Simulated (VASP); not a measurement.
Level of theory: G0W0 on PBE orbitals, VASP's PBE PAW potentials (set 64) (plane waves; VASP).

VASP input:

File POSCAR:
```
SiC
1.0
  0.0000000000   2.1769950000   2.1769950000
  2.1769950000   0.0000000000   2.1769950000
  2.1769950000   2.1769950000   0.0000000000
Si C
1 1
direct
  0.2500000000   0.2500000000   0.2500000000
  0.0000000000   0.0000000000   0.0000000000
```

INCAR:
```
# general
SYSTEM      = SiC
PREC        = Normal
ENCUT       = 500
LREAL       = F
LASPH       = T
NBANDS      = 88

# electronic loop
ALGO        = EVGW0

# smearing
ISMEAR      = 0
SIGMA       = 0.01

# functional
GGA         = PE

# output
LWAVE       = F
LCHARG      = F

# other
NELMGW      = 1
NOMEGA      = 64
ENCUTGW     = 170
NBANDSGW    = 12
LSPECTRALGW = T
```

### KPOINTS
```
Automatic mesh
0
Gamma
5 5 5
0 0 0
```

POTCAR, in this order: Si_GW C_GW_new (PBE.64 set). Program: vasp_std. Read from the step before: WAVECAR, WAVEDER.

Output

OUTCAR:
```
 ion  position               nearest neighbor table
   1  0.250  0.250  0.250-   2 1.89   2 1.89   2 1.89   2 1.89
   2  0.000  0.000  0.000-   1 1.89   1 1.89   1 1.89   1 1.89
  LATTYP: Found a face centered cubic cell.
 ALAT       =     4.3539900000
 Subroutine PRICEL returns:
 Original cell was already a primitive cell.
 Subroutine GETGRP returns: Found 24 space group operations
The static configuration has the point symmetry T_d .
The dynamic configuration has the point symmetry T_d .
 Subroutine INISYM returns: Found 24 space group operations
 Subroutine IBZKPT returns following result:
 Found     10 irreducible k-points:

 Following reciprocal coordinates:
            Coordinates               Weight
  0.000000  0.000000  0.000000      1.000000
  0.200000  0.000000  0.000000      8.000000
  0.400000  0.000000  0.000000      8.000000
  0.200000  0.200000  0.000000      6.000000
  0.400000  0.200000  0.000000     24.000000
 -0.400000  0.200000  0.000000     24.000000
 -0.200000  0.200000  0.000000     12.000000
  0.400000  0.400000  0.000000      6.000000
 -0.400000  0.400000  0.000000     12.000000
 -0.400000  0.400000  0.200000     24.000000
 Subroutine IBZKPT_HF returns following result:
   k-points           NKPTS =     10   k-points in BZ     NKDIM =    125   number of bands    NBANDS=     88
   number of dos      NEDOS =    301   number of ions     NIONS =      2
   total plane-waves  NPLWV =   5832
   dimension x,y,z NGX =    18 NGY =   18 NGZ =   18
   dimension x,y,z NGXF=    36 NGYF=   36 NGZF=   36
   ions per type =               1   1
   PREC   = normal    normal or accurate (medium, high low for compatibility)
   ISTART =      1    job   : 0-new  1-cont  2-samecut
   ICHARG =      0    charge: 1-file 2-atom 10-const
   ISPIN  =      1    spin polarized calculation?
   LNONCOLLINEAR =      F non collinear calculations
   LSORBIT =      F    spin-orbit coupling
   INIWAV =      1    electr: 0-lowe 1-rand  2-diag
...
```

### OSZICAR
```
energies w=
    0.000    0.000    0.634    0.000    1.266    0.000    1.896    0.000
    2.521    0.000    3.141    0.000    3.755    0.000    4.362    0.000
    4.961    0.000    5.552    0.000    6.135    0.000    6.710    0.000
    7.277    0.000    7.836    0.000    8.388    0.000    8.934    0.000
    9.474    0.000   10.010    0.000   10.541    0.000   11.069    0.000
   11.596    0.000   12.121    0.000   12.647    0.000   13.174    0.000
   13.704    0.000   14.239    0.000   14.779    0.000   15.326    0.000
   15.882    0.000   16.449    0.000   17.029    0.000   17.623    0.000
   18.235    0.000   18.866    0.000   19.521    0.000   20.201    0.000
   20.911    0.000   21.654    0.000   22.436    0.000   23.262    0.000
   24.139    0.000   25.073    0.000   26.073    0.000   27.149    0.000
   28.314    0.000   29.581    0.000   30.970    0.000   32.499    0.000
   34.197    0.000   36.097    0.000   38.239    0.000   40.678    0.000
   43.483    0.000   46.747    0.000   50.596    0.000   55.204    0.000
   60.821    0.000   67.819    0.000   76.775    0.000   88.630    0.000
  105.045    0.000  129.236    0.000  168.358    0.000  242.204    0.000
NQ=   1    0.0000    0.0000    0.0000,
 performed        105000 updates of chi_q(r,r)
NQ=   2    0.2000    0.0000    0.0000,
 performed        300000 updates of chi_q(r,r)
NQ=   3    0.4000    0.0000    0.0000,
 performed        495000 updates of chi_q(r,r)
NQ=   4    0.2000    0.2000    0.0000,
 performed        690000 updates of chi_q(r,r)
NQ=   5    0.4000    0.2000    0.0000,
 performed        987000 updates of chi_q(r,r)
NQ=   6   -0.4000    0.2000    0.0000,
 performed       1284000 updates of chi_q(r,r)
NQ=   7   -0.2000    0.2000    0.0000,
 performed       1547000 updates of chi_q(r,r)
NQ=   8    0.4000    0.4000    0.0000,
 performed       1742000 updates of chi_q(r,r)
NQ=   9   -0.4000    0.4000    0.0000,
 performed       2005000 updates of chi_q(r,r)
NQ=  10   -0.4000    0.4000    0.2000,
 performed       2336000 updates of chi_q(r,r)
 resolving degeneracies of screened two electron integrals
```

OUTCAR:
```


 k-point   1 :       0.0000    0.0000    0.0000
  band No.  KS-energies  QP-energies   sigma(KS)   V_xc(KS)     V^pw_x(r,r')   Z            occupation Imag(sigma)

      1      -6.8146      -7.9048     -14.2237     -12.7347     -21.6940       0.7321       2.0000       1.3824
      2       8.6253       8.0025     -15.6080     -14.8159     -17.5025       0.7862       2.0000       0.0568
      3       8.6253       8.0025     -15.6080     -14.8159     -17.5025       0.7862       2.0000       0.0568
      4       8.6253       8.0025     -15.6080     -14.8159     -17.5025       0.7862       2.0000       0.0568
      5      14.8890      15.3770     -12.5447     -13.1733      -7.3282       0.7762       0.0000      -0.0940
      6      15.9250      16.4737     -10.8560     -11.5487      -5.7358       0.7922       0.0000      -0.0912
      7      15.9250      16.4737     -10.8560     -11.5487      -5.7358       0.7922       0.0000      -0.0912
      8      15.9250      16.4737     -10.8560     -11.5487      -5.7358       0.7922       0.0000      -0.0912
      9      23.1129      23.7260     -10.6463     -11.4338      -4.5129       0.7786       0.0000      -0.2615
     10      23.1129      23.7260     -10.6463     -11.4338      -4.5129       0.7786       0.0000      -0.2615
     11      25.1145      25.3497      -9.4907      -9.7927      -2.9016       0.7791       0.0000      -0.4179
     12      25.8958      26.1813      -9.8990     -10.2676      -2.9582       0.7747       0.0000      -0.6357

 k-point   2 :       0.2000    0.0000    0.0000
  band No.  KS-energies  QP-energies   sigma(KS)   V_xc(KS)     V^pw_x(r,r')   Z            occupation Imag(sigma)

      1      -6.0395      -7.0827     -14.2900     -12.8479     -21.5484       0.7234       2.0000       1.2534
      2       5.4875       4.6751     -14.7320     -13.6726     -17.4623       0.7668       2.0000       0.0909
      3       8.1829       7.5268     -15.4380     -14.6021     -17.4257       0.7848       2.0000       0.0593
      4       8.1829       7.5268     -15.4380     -14.6021     -17.4257       0.7848       2.0000       0.0593
      5      14.8380      15.3247     -11.5341     -12.1497      -6.5125       0.7906       0.0000      -0.0861
      6      16.5286      17.0958     -10.9369     -11.6578      -5.6217       0.7869       0.0000      -0.1037
      7      16.5286      17.0958     -10.9369     -11.6578      -5.6217       0.7869       0.0000      -0.1037
      8      17.4276      18.0462     -12.4185     -13.2260      -6.6981       0.7660       0.0000      -0.1405
      9      21.5086      22.0063     -10.2881     -10.9204      -4.3449       0.7870       0.0000      -0.2403
     10      21.5086      22.0063     -10.2881     -10.9204      -4.3449       0.7870       0.0000      -0.2403
     11      24.0217      24.1751      -9.4983      -9.6938      -2.9221       0.7843       0.0000      -0.4657
     12      28.4392      28.8193     -10.2692     -10.7652      -3.0598       0.7665       0.0000      -0.7151

 k-point   3 :       0.4000    0.0000    0.0000
  band No.  KS-energies  QP-energies   sigma(KS)   V_xc(KS)     V^pw_x(r,r')   Z            occupation Imag(sigma)

      1      -3.9653      -4.9416     -14.6953     -13.3658     -21.4219       0.7343       2.0000       0.9696
      2       1.1066       0.1757     -13.8083     -12.5474     -18.0905       0.7382       2.0000       0.2893
      3       7.6466       6.9474     -15.3431     -14.4491     -17.4956       0.7822       2.0000       0.0636
      4       7.6466       6.9474     -15.3431     -14.4491     -17.4956       0.7822       2.0000       0.0636
      5      14.1567      14.6371     -11.5819     -12.1858      -6.7339       0.7956       0.0000      -0.0772
      6      16.0069      16.5172     -10.5215     -11.1642      -5.3613       0.7940       0.0000      -0.0952
      7      16.0069      16.5172     -10.5215     -11.1642      -5.3613       0.7940       0.0000      -0.0952
      8      18.6840      19.1683     -11.4889     -12.1265      -5.1995       0.7596       0.0000      -0.2198
      9      24.2627      24.7784     -10.8387     -11.5086      -4.0120       0.7698       0.0000      -0.4437
     10      24.2627      24.7784     -10.8387     -11.5086      -4.0120       0.7698       0.0000      -0.4437
     11      24.3702      24.7152     -10.6742     -11.1247      -3.8412       0.7659       0.0000      -0.4239
     12      30.6788      31.2802     -11.4642     -12.2523      -3.7455       0.7630       0.0000      -1.0036

 k-point   4 :       0.2000    0.2000    0.0000
  band No.  KS-energies  QP-energies   sigma(KS)   V_xc(KS)     V^pw_x(r,r')   Z            occupation Imag(sigma)

      1      -5.7801      -6.8148     -14.3112     -12.8844     -21.4964       0.7252       2.0000       1.2179
      2       6.2331       5.4695     -15.3002     -14.3085     -17.8622       0.7700       2.0000       0.0804
      3       7.1723       6.4388     -14.9938     -14.0537     -17.2200       0.7803       2.0000       0.0674
      4       7.1723       6.4388     -14.9938     -14.0537     -17.2200       0.7803       2.0000       0.0674
      5      13.5797      13.9663     -10.5321     -11.0149      -5.8020       0.8004       0.0000      -0.0757
      6      15.7095      16.2471     -11.3659     -12.0469      -6.2246       0.7895       0.0000      -0.0944
      7      18.2680      18.9074     -11.5292     -12.3559      -5.7550       0.7735       0.0000      -0.1454
      8      18.2680      18.9074     -11.5292     -12.3559      -5.7550       0.7735       0.0000      -0.1454
      9      19.4932      19.9954     -11.4122     -12.0589      -5.5247       0.7766       0.0000      -0.1856
     10      24.2791      24.8865     -10.6470     -11.4246      -4.2481       0.7811       0.0000      -0.3587
     11      27.9712      28.2689     -10.1186     -10.5025      -2.9128       0.7756       0.0000      -0.8131
     12      27.9712      28.2689     -10.1186     -10.5025      -2.9128       0.7756       0.0000      -0.8131

 k-point   5 :       0.4000    0.2000    0.0000
  band No.  KS-energies  QP-energies   sigma(KS)   V_xc(KS)     V^pw_x(r,r')   Z            occupation Imag(sigma)

      1      -4.0947      -5.0743     -14.5824     -13.2437     -21.3102       0.7318       2.0000       0.9716
      2       2.7720       1.8796     -14.3902     -13.1906     -18.1266       0.7439       2.0000       0.1840
      3       6.0132       5.2289     -14.6809     -13.6664     -17.1656       0.7731       2.0000       0.0799
      4       6.5677       5.7923     -14.8833     -13.8851     -17.2912       0.7768       2.0000       0.0736
      5      12.9257      13.2823     -10.5191     -10.9633      -5.9073       0.8027       0.0000      -0.0718
      6      16.2012      16.7477     -11.3603     -12.0516      -6.2346       0.7907       0.0000      -0.0953
      7      18.1756      18.7632     -11.6514     -12.4125      -5.8414       0.7721       0.0000      -0.1477
      8      18.6318      19.2392     -11.2459     -12.0296      -5.3792       0.7751       0.0000      -0.1634
      9      22.1095      22.6940     -11.8727     -12.6492      -4.9523       0.7527       0.0000      -0.3572
     10      25.9646      26.4977     -10.8703     -11.5673      -3.7389       0.7649       0.0000      -0.5597
     11      27.3060      27.6278     -10.2569     -10.6742      -3.2147       0.7712       0.0000      -0.6607
     12      30.3483      30.9497     -11.3362     -12.1195      -3.7716       0.7678       0.0000      -0.9460

 k-point   6 :      -0.4000    0.2000    0.0000
  band No.  KS-energies  QP-energies   sigma(KS)   V_xc(KS)     V^pw_x(r,r')   Z            occupation Imag(sigma)

      1      -2.7742      -3.7135     -15.1562     -13.8690     -21.6103       0.7297       2.0000       0.8006
      2       0.8074      -0.1290     -13.5690     -12.2997     -17.8643       0.7377       2.0000       0.3019
      3       4.8873       4.0484     -14.3879     -13.2903     -17.2266       0.7643       2.0000       0.1004
      4       6.9574       6.2105     -15.0473     -14.0885     -17.3489       0.7790       2.0000       0.0692
      5      13.4232      13.8120     -10.5616     -11.0462      -5.8581       0.8022       0.0000      -0.0743
      6      16.8984      17.4640     -11.9237     -12.6504      -6.5026       0.7782       0.0000      -0.1136
      7      17.6551      18.2101     -10.8837     -11.5948      -5.2495       0.7805       0.0000      -0.1384
      8      19.8407      20.5613     -12.4982     -13.4510      -6.0958       0.7562       0.0000      -0.2224
      9      22.8801      23.3092     -10.6733     -11.2384      -3.8068       0.7594       0.0000      -0.3785
     10      23.6147      24.1385     -10.7676     -11.4475      -4.1279       0.7705       0.0000      -0.3856
     11      27.4938      27.7791     -10.1447     -10.5152      -3.1130       0.7700       0.0000      -0.6708
     12      30.4602      31.1266     -12.0923     -12.9801      -4.0833       0.7506       0.0000      -0.9597

 k-point   7 :      -0.2000    0.2000    0.0000
  band No.  KS-energies  QP-energies   sigma(KS)   V_xc(KS)     V^pw_x(r,r')   Z            occupation Imag(sigma)

      1      -4.8018      -5.8076     -14.4513     -13.0784     -21.3714       0.7326       2.0000       1.0778
      2       3.8123       2.9457     -14.6596     -13.5041     -18.0448       0.7500       2.0000       0.1375
      3       5.3926       4.5708     -14.2793     -13.2122     -16.9058       0.7701       2.0000       0.0891
      4       7.9760       7.3066     -15.4281     -14.5740     -17.4666       0.7837       2.0000       0.0607
      5      15.1800      15.6751     -10.9572     -11.5825      -5.8834       0.7919       0.0000      -0.0915
      6      16.6441      17.1509     -11.7787     -12.4295      -6.3130       0.7786       0.0000      -0.1175
      7      16.9950      17.5531     -10.8058     -11.5202      -5.2254       0.7812       0.0000      -0.1262
      8      17.7988      18.4574     -12.0787     -12.9278      -6.4806       0.7757       0.0000      -0.1290
      9      20.1419      20.6293     -10.2707     -10.8867      -4.6329       0.7912       0.0000      -0.1788
...
```
(Selected blocks of OUTCAR.)

The mesh is coarse and the basis finite, so the quasiparticle values are not converged.

The structure comes from a computed database's SiC entry (F-43m); how it stands against other phases isn't given here. The cell was not relaxed at this level. The k-mesh is coarse (spacing up to 0.50 per Å, 2π included), so the numbers may not be converged in it.
